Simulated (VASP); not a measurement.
# ZnS(110): relaxation, ionisation energy and affinity, part 3 of 3

Where do the bulk band edges lie against the vacuum outside ZnS(110)?

VASP 6.6.1; r2SCAN; plane waves and PAW (Zn, S).

So far, gap on the k-mesh (eV): step 3 (band edges of the bulk) 2.73.

**5. Potential and states of the slab (continued)**

Electronic bands along the path, in eV, zero at the valence-band top; v1 is the highest filled band, c1 the lowest empty one:

```
          point     v4     v3     v2     v1    c1    c2    c3    c4
              Γ  -0.17  -0.10  -0.04   0.00  2.84  3.33  3.79  4.01
0.46 of the way  -0.88  -0.83  -0.63  -0.35  4.16  4.22  4.39  4.41
              X  -1.50  -1.16  -0.98  -0.83  3.36  3.52  4.02  4.51
0.54 of the way  -1.18  -1.17  -0.90  -0.79  3.98  4.04  4.58  4.63
              S  -1.07  -1.01  -0.79  -0.73  3.76  4.08  4.11  4.89
0.46 of the way  -0.89  -0.88  -0.66  -0.64  4.43  4.59  4.72  5.12
              Y  -0.78  -0.77  -0.59  -0.58  3.91  3.91  4.18  4.24
0.54 of the way  -0.33  -0.33  -0.32  -0.26  3.68  3.77  3.98  4.06
              Γ  -0.17  -0.10  -0.04   0.00  2.84  3.33  3.79  4.01
0.46 of the way  -0.78  -0.72  -0.45  -0.43  4.10  4.38  4.45  4.63
              S  -1.07  -1.01  -0.79  -0.73  3.76  4.08  4.11  4.89
```

Of the projections kept (Zn, S), the largest for each band there; the rest of the weight can lie on other orbitals:

```
point      v4      v3      v2      v1       c1       c2       c3       c4
    Γ  S 0.74  S 0.73  S 0.71  S 0.72   S 0.51   S 0.54  Zn 0.73  Zn 0.50
    X  S 0.75  S 0.70  S 0.79  S 0.77  Zn 0.81  Zn 0.81  Zn 0.77  Zn 0.80
    S  S 0.73  S 0.71  S 0.76  S 0.78  Zn 0.76  Zn 0.73  Zn 0.66  Zn 0.64
    Y  S 0.66  S 0.66  S 0.74  S 0.74  Zn 0.72  Zn 0.70  Zn 0.64  Zn 0.73
    Γ  S 0.74  S 0.73  S 0.71  S 0.72   S 0.51   S 0.54  Zn 0.73  Zn 0.50
    S  S 0.73  S 0.71  S 0.76  S 0.78  Zn 0.76  Zn 0.73  Zn 0.66  Zn 0.64
```

The planar average of the electrostatic potential oscillates, so the rows of the table below give means over windows of 1.9 Å about each position, cut where the curve ends. Its maxima inside the range that stand out by 2 % of the span (Å: eV): 8.8: 0.586, 10.8: 1.71, 12.7: 1.48, 14.6: 1.53, 16.6: 1.53, 18.5: 1.48, 20.4: 1.71, 22.4: 0.586. Its minima: 7.9: -4.78, 9.9: -5.82, 11.8: -5.54, 13.7: -5.61, 15.6: -5.58, 17.5: -5.61, 19.4: -5.54, 21.3: -5.82, 23.3: -4.78.

Zero at the Fermi level. Table of planar average of the electrostatic potential by height; means over each step:

```
height (Å)  planar average of the electrostatic potential (eV)
      0.95                                                6.14
      2.85                                                6.14
      4.75                                                6.13
      6.65                                                4.24
      8.55                                               -1.92
     10.45                                               -2.18
     12.35                                               -2.04
     14.25                                               -2.09
     16.15                                               -2.07
     18.05                                               -2.06
     19.95                                               -2.05
     21.85                                               -2.43
     23.75                                              0.0939
     25.65                                                6.06
     27.55                                                6.14
     29.45                                                6.14
```

Density of states in the PAW spheres, an atom over height of the layer and energy from the Fermi level.

Values in states/eV, 22 rows by 13 columns, each cell a mean:
```
0.00 0.00 0.00 0.00 0.00 0.00 0.00 0.00 0.00 0.00 0.00 0.00 0.00
0.00 0.00 0.00 0.00 0.00 0.00 0.00 0.00 0.00 0.00 0.00 0.00 0.00
0.02 0.01 0.01 0.04 0.02 0.01 0.01 0.01 0.02 0.04 0.01 0.01 0.02
0.22 0.10 0.08 0.22 0.12 0.12 0.13 0.12 0.12 0.22 0.08 0.10 0.22
0.55 0.21 0.13 0.36 0.23 0.24 0.23 0.24 0.23 0.36 0.13 0.21 0.55
1.13 0.34 0.25 0.57 0.43 0.34 0.35 0.34 0.43 0.57 0.25 0.34 1.13
1.21 0.30 0.36 0.63 0.47 0.42 0.45 0.42 0.47 0.63 0.36 0.30 1.21
0.94 0.31 0.39 0.73 0.49 0.62 0.60 0.62 0.49 0.73 0.39 0.31 0.94
0.95 0.29 0.40 0.59 0.50 0.50 0.53 0.50 0.50 0.59 0.40 0.29 0.95
0.72 0.34 0.35 0.68 0.59 0.60 0.59 0.60 0.59 0.68 0.35 0.34 0.72
0.56 0.28 0.36 0.58 0.59 0.63 0.58 0.63 0.59 0.58 0.36 0.28 0.56
0.38 0.23 0.31 0.57 0.55 0.42 0.39 0.42 0.55 0.57 0.31 0.23 0.38
0.31 0.23 0.25 0.53 0.37 0.39 0.46 0.39 0.37 0.53 0.25 0.23 0.31
0.38 0.30 0.36 0.62 0.46 0.52 0.52 0.52 0.46 0.62 0.36 0.30 0.38
0.34 0.31 0.36 0.43 0.36 0.37 0.38 0.37 0.36 0.43 0.36 0.31 0.34
0.12 0.16 0.13 0.19 0.15 0.13 0.15 0.13 0.15 0.19 0.13 0.16 0.12
0.15 0.22 0.17 0.20 0.14 0.15 0.14 0.15 0.14 0.20 0.17 0.22 0.15
0.18 0.30 0.19 0.22 0.16 0.17 0.16 0.17 0.16 0.22 0.19 0.30 0.18
0.23 0.47 0.29 0.30 0.18 0.18 0.16 0.18 0.18 0.30 0.29 0.47 0.23
0.23 0.51 0.45 0.36 0.40 0.34 0.31 0.34 0.40 0.36 0.45 0.51 0.23
0.18 0.41 0.56 0.39 0.49 0.51 0.47 0.51 0.49 0.39 0.56 0.41 0.18
0.10 0.23 0.44 0.30 0.45 0.49 0.54 0.49 0.45 0.30 0.44 0.23 0.10
```
Columns: height of the layer (Å) from 7.9 to 23.4 (not evenly spaced); rows upwards: energy from the Fermi level (eV) from -4.9 to 0.5.

Force by atom:

```
atom  x (eV/Å)  y (eV/Å)  z (eV/Å)    size
 Zn1    0.0000    0.0026    0.0523  0.0523
 Zn2    0.0000    0.0017    0.0604  0.0604
 Zn3    0.0000    0.0065    0.0274  0.0282
 Zn4    0.0000   -0.0013    0.0219  0.0219
 Zn5    0.0000   -0.0183    0.0000  0.0183
 Zn6    0.0000   -0.0013   -0.0219  0.0219
 Zn7    0.0000    0.0065   -0.0274  0.0282
 Zn8    0.0000    0.0017   -0.0604  0.0604
 Zn9    0.0000    0.0026   -0.0523  0.0523
 S10    0.0000    0.0065    0.0020  0.0068
 S11    0.0000    0.0096   -0.0412  0.0423
 S12    0.0000   -0.0110    0.0074  0.0132
 S13    0.0000    0.0050   -0.0009  0.0051
 S14    0.0000   -0.0110   -0.0074  0.0132
 S15    0.0000   -0.0214    0.0000  0.0214
 S16    0.0000    0.0065   -0.0020  0.0068
 S17    0.0000    0.0050    0.0009  0.0051
 S18    0.0000    0.0096    0.0412  0.0423
```

Valence density in the cb plane at fractional x = 0.000, with atoms of Zn and S within 0.2 Å of it. It is the smooth field of the valence electrons, not physical close to the nuclei.

Ten steps, logarithmic in the rise over the least value, from '0' (0 e/Å³) to '9' (17 e/Å³), each cell a mean:
```
00000000000000000000136642222248984222223699
00000000000000000000012223443334653344433355
00000000000000000000001124434322222343443222
00000000000000000000000124303421112341343111
00000000000000000000000123434310001344432100
00000000000000000000000012333210001233321000
00000000000000000000000001221100000112110000
00000000000000000000000000010000000000000000
00000000000000000000000000000000000000000000
00000000000000000000001100000000000000000000
00000000000000000000012211000001110000000111
00000000000000000000136641000012321000001233
00000000000000000000269973100126763100012577
00000000000000000000269973111148985211113799
```
Columns run along c (16.0 Å, from fractional 0.00 to 0.52 of the cell), rows up along b (5.4 Å). Atoms in or near the plane, at fractional coordinates: Zn at (0.27, 0.05), Zn at (0.38, 0.99), Zn at (0.50, 0.00), S at (0.32, 0.74), S at (0.44, 0.75).

Electrostatic potential energy in the cb plane at fractional x = 0.000, with atoms of Zn and S within 0.2 Å of it. With pseudopotentials it is smooth inside the atoms' cores, unlike the true potential.

Ten even steps from '0' (-50 eV) to '9' (5 eV), each cell a mean:
```
99999999999999999999877777888877777888887777
99999999999999999999987787536877777852378777
99999999999999999999999984000688888600038888
99999999999999999999999982000489998500028999
99999999999999999999999984001699999720058999
99999999999999999999999998656899999975689999
99999999999999999999999999989999999999999999
99999999999999999999999999999999999999999999
99999999999999999999999999999999999999999999
99999999999999999999999999999999999999999999
99999999999999999999988788999999999999999999
99999999999999999999877778999987778999998877
99999999999999999999877777899877777899998777
99999999999999999999777777899877777899987777
```
Columns run along c (16.0 Å, from fractional 0.00 to 0.52 of the cell; values clipped at the 3rd and 97th percentile), rows up along b (5.4 Å). Atoms in or near the plane, at fractional coordinates: Zn at (0.27, 0.05), Zn at (0.38, 0.99), Zn at (0.50, 0.00), S at (0.32, 0.74), S at (0.44, 0.75).

The map of layer states is cut here 0.5 eV above the Fermi level, so it leaves out the states above that, and it starts at -5 eV, leaving out a taller peak below that would set the scale.

The vacuum level lies 6.26 eV above the highest filled level at the upper face; both faces agree, as the slab has next to no dipole.

The program found no field-free point at its default tolerance, but its printed level agrees with the flat part of the planar average.

**6. Lining up bulk and slab**

This step: band edges against the vacuum, r2SCAN; plane waves and PAW (VASP 6.6.1).

No new run; the numbers come from the runs before.

Numbers from this step:

- ionisation energy: 6.267 eV
- offset spread: 0.004700 eV
- bulk gap: 2.735 eV
- slab gap: 2.844 eV
- electron affinity: 3.532 eV
- buckling: 0.5378 Å
- tilt: 26.62 degree
- surface energy, relaxed: 0.5536 J/m²

The averaged core potentials of the four middle atoms lie -3.737 eV from those of the bulk run. The bulk valence top (1.968 eV), moved by that offset, is taken from the upper vacuum level (4.498 eV).

**7. What came out**

```
ionisation energy       : 6.27 eV
electron affinity       : 3.53 eV
buckling                : 0.538 Å
surface energy, relaxed : 0.554 J/m²
```

What this shows: The bulk valence-band top lies 6.27 eV below the vacuum of ZnS(110), and the conduction-band bottom 3.53 eV. The top layer buckles by 0.54 Å, a tilt of 27°, with S outermost, as the anion takes the dangling-bond electrons and the cation flattens towards sp². The surface costs 0.55 J/m². The slab's least gap is 2.84 eV, against 2.73 eV in the bulk. Confinement widens it, surface states can narrow it, and the two gaps need not lie at the same wave vector; the faces' own affinities count to the slab's lowest empty state. The offsets of the four middle atoms spread by 0.00 eV; a shift common to all four would not show in it. One thickness was run. Semilocal band edges put the valence top too high and the gap too small. A relaxation stopped short of its threshold, at a residual force of 0.06 eV/Å, so the energy of that state, where it is used, is an upper bound.

Comparison with the measured values:

| quantity | measured | r2SCAN |
| --- | --- | --- |
| lattice constant a (Å) | 5.411 | 5.379 (-0.6 %) |
| band gap (direct gap) (eV) | 3.85 | 2.73 (-1.12 eV) |

Measured values from pmc:11595366 (2024) and arxiv:0911.5022 (2009).

Verdict: The lattice constant a is off by -0.6 %: good agreement. The band gap is off by -1.12 eV: a clear miss. Local and semilocal functionals usually give gaps below the measured ones. Zero-point and thermal motion shift the measured gap. The grades are ours: good and fair within 0.7 and 1.5 % for the lattice constant a. For lattice constants the calculation has a static lattice, without zero-point motion or thermal expansion.

[Lines on the potential files, build, host, timing and source positions are cut from VASP's logs without a mark.]

[Logs are printed without paths, hosts, clocks, repeated set-up lines and the standing remarks that a program may print on its own settings, such as how far it seeks lower states.]

[Hosts, paths, dates, database ids (printed as entryN), source tags and the programs' standing remarks are cut or masked in the printed files.]

[Runs that stopped without an error message from VASP are left out.]
